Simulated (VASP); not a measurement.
A run of VASP 6.6.1 is set up as follows.

The input INCAR:

```
SYSTEM = Be4Cr
  ALGO = Normal
  EDIFF = 1E-7
  ENCUT = 520
  GGA = PE
  ISIF = 2
  ISMEAR = -1
  ISPIN = 2
  LASPH = .True.
  LCHARG = .False.
  LMAXMIX = 4
  LORBIT = 11
  LREAL = .False.
  LWAVE = .False.
  MAGMOM = 0 0 0 0 3
  NBANDS = 22
  NELM = 100
  PREC = Accurate
  SIGMA = 0.05
```

File KPOINTS:

```
k-points
0
Gamma
  9 9 9
  0 0 0
```

POSCAR

```
Be4Cr
1.0
   -2.1814546100      2.1814546100      2.1814546100
    2.1814546100     -2.1814546100      2.1814546100
    2.1814546100      2.1814546100     -2.1814546100
Be Cr
4 1
Direct
    0.0000000000      0.0000000000      0.5000000000
    0.0000000000      0.5000000000      0.0000000000
    0.5000000000      0.0000000000      0.0000000000
    0.5000000000      0.5000000000      0.5000000000
    0.0000000000      0.0000000000      0.0000000000
```

Potentials or basis: VASP PAW PBE potentials, release 64 (Be, Cr_pv).

The run is started by

```bash
$ cat potpaw_PBE.64/Be/POTCAR potpaw_PBE.64/Cr_pv/POTCAR > POTCAR
$ mpirun -np 1 vasp_std > vasp.out
```

(1) What does it give for the site moments?

(2) Estimate the net moment.

(3) Predict the band gap on the k mesh.

Answers

(1) Be +0.00; Cr +0.06 μB.

(2) 0.08 μB per cell.

(3) none (metal or under the smearing width).
